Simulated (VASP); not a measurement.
# ZnRe (P-6m2) in VASP: notebook, part 2 of 2

VASP 6.6.1. Earlier steps stand in the parts before.

## (5) Single point, PBEsol (strain -0.0400 x Voigt [0, 0, 1, 0, 0, 0], atoms carried along)

Input file INCAR:

```
PREC = Accurate
ENCUT = 520
EDIFF = 1E-6
ISMEAR = 0
SIGMA = 0.15
LREAL = F
LASPH = T
NELM = 100
ALGO = Fast
ISIF = 2
LWAVE = F
LCHARG = F
GGA = PS
NBANDS = 16
```

Input file KPOINTS:

```
Automatic mesh
0
Gamma
  21 21 10
```

Input file POSCAR:

```
ZnRe
1.0
    2.7482183437      0.0000000000      0.0000000000
   -1.3741091718      2.3800269008      0.0000000000
    0.0000000000      0.0000000000      4.3143033600
Zn Re
1 1
Direct
    0.0000000000      0.0000000000      0.0000000000
    0.3333333333      0.6666666667      0.5000000000
```

Potentials or basis: VASP PAW PBE potentials, release 64 (Zn, Re).

Command:

```console
> cat potpaw_PBE.64/Zn/POTCAR potpaw_PBE.64/Re/POTCAR > POTCAR
> mpirun -np 1 vasp_std > vasp.out
```

OUTCAR:

```text
PREC = Accurate
   ENCUT = 520
   EDIFF = 1E-6
   ISMEAR = 0
   LREAL = F
   LASPH = T
   NELM = 100
   ISIF = 2
   GGA = PS

 ion  position               nearest neighbor table
   1  0.000  0.000  0.000-   2 2.68   2 2.68   2 2.68   2 2.68   2 2.68   2 2.68
   2  0.333  0.667  0.500-   1 2.68   1 2.68   1 2.68   1 2.68   1 2.68   1 2.68

  LATTYP: Found a hexagonal cell.
 ALAT       =     2.7482183437
 C/A-ratio  =     1.5698546551

  Lattice vectors:

 A1 = (   2.7482183437,   0.0000000000,   0.0000000000)
 A2 = (  -1.3741091718,   2.3800269008,   0.0000000000)
 A3 = (   0.0000000000,   0.0000000000,   4.3143033600)

Analysis of symmetry for initial positions (statically):
=====================================================================
 Subroutine PRICEL returns:
 Original cell was already a primitive cell.

 Routine SETGRP: Setting up the symmetry group for a
 hexagonal supercell.

 Subroutine GETGRP returns: Found 12 space group operations
 (whereof 12 operations were pure point group operations)
 out of a pool of 24 trial point group operations.

The static configuration has the point symmetry D_3h.

Analysis of symmetry for dynamics (positions and initial velocities):
=====================================================================
 Subroutine PRICEL returns:
 Original cell was already a primitive cell.

 Routine SETGRP: Setting up the symmetry group for a
 hexagonal supercell.

 Subroutine GETGRP returns: Found 12 space group operations
 (whereof 12 operations were pure point group operations)
 out of a pool of 24 trial point group operations.

The dynamic configuration has the point symmetry D_3h.

 Subroutine INISYM returns: Found 12 space group operations
 (whereof 12 operations are pure point group operations),
 and found     1 'primitive' translations

----------------------------------------------------------------------------------------

                                     Primitive cell

  volume of cell :      28.2191

  direct lattice vectors                    reciprocal lattice vectors
     2.748218344  0.000000000  0.000000000     0.363872107  0.210081659  0.000000000
    -1.374109172  2.380026901  0.000000000     0.000000000  0.420163318  0.000000000
     0.000000000  0.000000000  4.314303360     0.000000000  0.000000000  0.231787131

  length of vectors
     2.748218344  2.748218344  4.314303360     0.420163318  0.420163318  0.231787131

  position of ions in fractional coordinates (direct lattice)
     0.000000000  0.000000000  0.000000000
     0.333333333  0.666666667  0.500000000

  ion indices of the primitive-cell ions
   primitive index   ion index
                 1           1
                 2           2

----------------------------------------------------------------------------------------

 KPOINTS: Automatic mesh

Automatic generation of k-mesh.
 Grid dimensions read from file:
 generate k-points for:   21   21   10

 Generating k-lattice:

  Cartesian coordinates                     Fractional coordinates (reciprocal lattice)
     0.017327243  0.010003889  0.000000000     0.047619048 -0.000000000  0.000000000
     0.000000000  0.020007777  0.000000000     0.000000000  0.047619048  0.000000000
     0.000000000  0.000000000  0.023178713     0.000000000  0.000000000  0.100000000

  Length of vectors
     0.020007777  0.020007777  0.023178713

  Shift w.r.t. Gamma in fractional coordinates (k-lattice)
     0.000000000  0.000000000  0.000000000

 Subroutine IBZKPT returns following result:
 ===========================================

 Found    288 irreducible k-points:

 Following reciprocal coordinates:
            Coordinates               Weight
  0.000000  0.000000  0.000000      1.000000
  0.047619  0.000000  0.000000      6.000000
  0.095238 -0.000000  0.000000      6.000000
  0.142857  0.000000  0.000000      6.000000
  0.190476 -0.000000  0.000000      6.000000
  0.238095  0.000000  0.000000      6.000000
[... 16 lines left out ...]
  0.142857  0.095238  0.000000     12.000000
  0.190476  0.095238  0.000000     12.000000
 [... further k-points ...]
   k-points           NKPTS =    288   k-points in BZ     NKDIM =    288   number of bands    NBANDS=     16
   number of dos      NEDOS =    301   number of ions     NIONS =      2
   total plane-waves  NPLWV =  12800
   dimension x,y,z NGX =    20 NGY =   20 NGZ =   32
   dimension x,y,z NGXF=    40 NGYF=   40 NGZF=   64
   ions per type =               1   1
   NGX,Y,Z   is equivalent  to a cutoff of  12.10, 12.10, 12.33 a.u.
   NGXF,Y,Z  is equivalent  to a cutoff of  24.20, 24.20, 24.66 a.u.
 SYSTEM =  unknown system
   PREC   = accura    normal or accurate (medium, high low for compatibility)
   ISTART =      0    job   : 0-new  1-cont  2-samecut
   ICHARG =      2    charge: 1-file 2-atom 10-const
   ISPIN  =      1    spin polarized calculation?
   LNONCOLLINEAR =      F non collinear calculations
   LSORBIT =      F    spin-orbit coupling
   LASPH  =      T    aspherical Exc in radial PAW
   ENCUT  =  520.0 eV  38.22 Ry    6.18 a.u.   5.11  5.11  8.02*2*pi/ulx,y,z
   NELM   =    100;   NELMIN=  2; NELMDL= -5     # of ELM steps
   EDIFF  = 0.1E-05   stopping-criterion for ELM
   LREAL  =      F    real-space projection
   EDIFFG = 0.1E-04   stopping-criterion for IOM
   NSW    =      0    number of steps for IOM
   IBRION =     -1    ionic relax: 0-MD 1-quasi-New 2-CG
   NFREE  =      0    steps in history (QN), initial steepest desc. (CG)
   ISIF   =      2    stress and relaxation
   ISYM   =      2    0-nonsym 1-usesym 2-fastsym
   POTIM  = 0.5000    time-step for ionic-motion
   TEBEG  =    0.0;   TEEND  =   0.0 temperature during run
   PSTRESS=    0.0 pullay stress
   NELECT =      19.0000    total number of electrons
   NUPDOWN=      -1.0000    fix difference up-down
   EMIN   =  10.00;   EMAX   =-10.00  energy-range for DOS
   EFERMI =   0.00;   METHOD = LEGACY
   ISMEAR =     0;   SIGMA  =   0.15  broadening in eV -4-tet -1-fermi 0-gaus
   EFERMI_NEDOS =   21; number of points for ismear=-14 and -15
   IALGO  =     68    algorithm
   IMIX   =      4    mixing-type and parameters
     AMIX     =   0.40;   BMIX     =  1.00
     AMIX_MAG =   1.60;   BMIX_MAG =  1.00
  volume/ion in A,a.u.               =      14.11        95.22
  Fermi-wavevector in a.u.,A,eV,Ry     =   1.434866  2.711504 28.012237  2.058841
  Thomas-Fermi vector in A             =   2.554228
   LORBIT       =      0    0 simple, 1 ext, 2 COOP (PROOUT), +10 PAW based schemes
   GGA     = PS    functional components
   LHFCALC =     F    Hartree Fock is set to
   AEXX    =    0.0000 exact exchange contribution
   IVDW    =     0    specifies the selected vdW correction
   LEPSILON=     F    determine dielectric tensor
   LRPA    =     F    only Hartree local field effects (RPA)
 non-spin polarized calculation
 RMM-DIIS sequential band-by-band and
 Gauss-broadening in eV      SIGMA  =   0.15
  energy-cutoff  :      520.00
  volume of cell :       28.22
 maximum number of plane-waves:       780
   NGX = 11   NGY = 11   NGZ = 17

 number of electron      19.0000015 magnetization

 Free energy of the ion-electron system (eV)
  ---------------------------------------------------
  ext. energy  EPLUGINS =         0.00000000
  ---------------------------------------------------
  free energy    TOTEN  =       -14.46173078 eV

  energy without entropy =      -14.44891778  energy(sigma->0) =      -14.45532428

 E-fermi :   5.6971     XC(G=0): -13.1382

 val. band max:        5.6939855038   @ k =   0.3333   0.0952   0.3000
 cond. band min:       5.7079027653   @ k =   0.3810   0.0952   0.4000
 fundamental gap:      0.0139172615
 Fermi energy:         5.6970928241

 k-point     1 :       0.0000    0.0000    0.0000
  band No.  band energies     occupation
      1      -4.8480      2.00000
      2      -2.3133      2.00000
      3      -1.6121      2.00000
      4      -1.6121      2.00000
      5      -1.2656      2.00000
      6      -1.2656      2.00000
[... 8 lines left out ...]
     15      22.7751      0.00000
     16      22.7751      0.00000
[... 419 lines left out ...]
 k-point    24 :       0.1905    0.0952    0.0000
  band No.  band energies     occupation
      1      -3.0048      2.00000
      2      -1.9445      2.00000
      3      -1.7239      2.00000
      4      -1.6285      2.00000
      5      -1.3854      2.00000
      6      -1.2085      2.00000
[... 8 lines left out ...]
     15      16.6571      0.00000
     16      21.4716      0.00000

 [... further k-points ...]
[... 5 lines left out ...]
  --------------------------------------------------------------------------------------
  -------------------------------------------------------------------------------------
  Total       -0.7713204     -0.7713204      1.0287886     -0.0000000      0.0000000     -0.0000000
  in kB      -43.7926906    -43.7926906     58.4107735     -0.0000000      0.0000000     -0.0000000
  external PRESSURE =      -9.7248692 kB  Pullay stress =       0.0000000 kB

 VOLUME and BASIS-vectors are now :
 -----------------------------------------------------------------------------
  energy-cutoff  :      520.00
  volume of cell :       28.22
      direct lattice vectors                 reciprocal lattice vectors
     2.748218344  0.000000000  0.000000000     0.363872107  0.210081659  0.000000000
    -1.374109172  2.380026901  0.000000000     0.000000000  0.420163318  0.000000000
     0.000000000  0.000000000  4.314303360     0.000000000  0.000000000  0.231787131

 POSITION                                       TOTAL-FORCE (eV/Angst)
 -----------------------------------------------------------------------------------
      0.00000      0.00000      0.00000         0.000000     -0.000000      0.000000
     -0.00000      1.58668      2.15715        -0.000000      0.000000      0.000000
 -----------------------------------------------------------------------------------
    total drift:                                0.000000     -0.000000      0.000000

  FREE ENERGIE OF THE ION-ELECTRON SYSTEM (eV)
  ---------------------------------------------------
  free  energy   TOTEN  =       -14.4617307836 eV

  energy  without entropy=      -14.4489177840  energy(sigma->0) =      -14.45532428
```

OSZICAR:

```text
N       E                     dE             d eps       ncg     rms          rms(c)
DAV:   1     0.584521863260E+02    0.58452E+02   -0.95447E+03 13824   0.167E+03
DAV:   2    -0.134236722770E+02   -0.71876E+02   -0.68005E+02 13936   0.366E+02
DAV:   3    -0.154448595840E+02   -0.20212E+01   -0.20130E+01 13432   0.520E+01
DAV:   4    -0.154577949794E+02   -0.12935E-01   -0.12927E-01 11216   0.284E+00
DAV:   5    -0.154580602501E+02   -0.26527E-03   -0.26527E-03 14336   0.495E-01    0.272E+01
RMM:   6    -0.146374475101E+02    0.82061E+00   -0.10692E+00 12714   0.194E+01    0.106E+01
RMM:   7    -0.144935553125E+02    0.14389E+00   -0.10249E+00 14177   0.122E+01    0.124E+00
RMM:   8    -0.144665937982E+02    0.26962E-01   -0.71365E-02 13997   0.374E+00    0.116E+00
RMM:   9    -0.144621755159E+02    0.44183E-02   -0.14257E-02 14925   0.133E+00    0.396E-01
RMM:  10    -0.144618301828E+02    0.34533E-03   -0.15294E-03 15078   0.351E-01    0.102E-01
RMM:  11    -0.144617402673E+02    0.89916E-04   -0.20209E-04 14135   0.264E-01    0.512E-02
RMM:  12    -0.144617325579E+02    0.77094E-05   -0.95795E-05 14522   0.115E-01    0.163E-02
RMM:  13    -0.144617306542E+02    0.19037E-05   -0.22282E-05 13265   0.657E-02    0.337E-03
RMM:  14    -0.144617307836E+02   -0.12941E-06   -0.31900E-06  9655   0.462E-02
   1 F= -.14461731E+02 E0= -.14455324E+02  d E =-.128130E-01
```

It took 62 s on 1 thread of AMD EPYC 9R45 (Zen 5), shared host; peak memory 0.22 GiB.

What came out:

| Quantity | Value |
| --- | --- |
| Free energy | -14.4617 eV |
| Pressure | -1.0 GPa |
| Band gap on the k mesh | none (metal or under the smearing width) |

Levels at points of the mesh, in eV from the Fermi level:
```csv
k point,band 8,band 9,band 10,band 11,band 12,band 13
"(0.00, 0.00, 0.00)",-1.28,-1.28,-1.19,1.68,1.68,5.82
"(0.00, 0.00, 0.50)",-2.94,-1.15,-1.15,1.58,1.58,10.61
```

Caveat: the PAW data sets were made with another functional, which shifts forces and pressure a little.

## (6) The runs side by side

| cell | gap on the mesh (eV) | pressure (GPa) |
| --- | --- | --- |
| strain -0.0200 x Voigt [0, 0, 1, 0, 0, 0], atoms carried along | none | -5.4 |
| strain +0.0300 x Voigt [0, 0, 1, 0, 0, 0], atoms carried along | none | -13.8 |
| strain +0.0200 x Voigt [0, 0, 1, 0, 0, 0], atoms carried along | none | -12.4 |
| strain -0.0400 x Voigt [0, 0, 1, 0, 0, 0], atoms carried along | none | -1.0 |

Alike in all rows: task single point; level PBEsol; potentials or basis VASP PAW PBE potentials, release 64 (Zn, Re); no spin polarisation; k mesh 21 × 21 × 10; cutoff (eV) 520; smearing gaussian 0.15 eV.

Caveats: the PAW data sets were made with another functional, which shifts forces and pressure a little.

Total energies depend on the potentials used, so only differences within one code and one set of settings carry meaning.
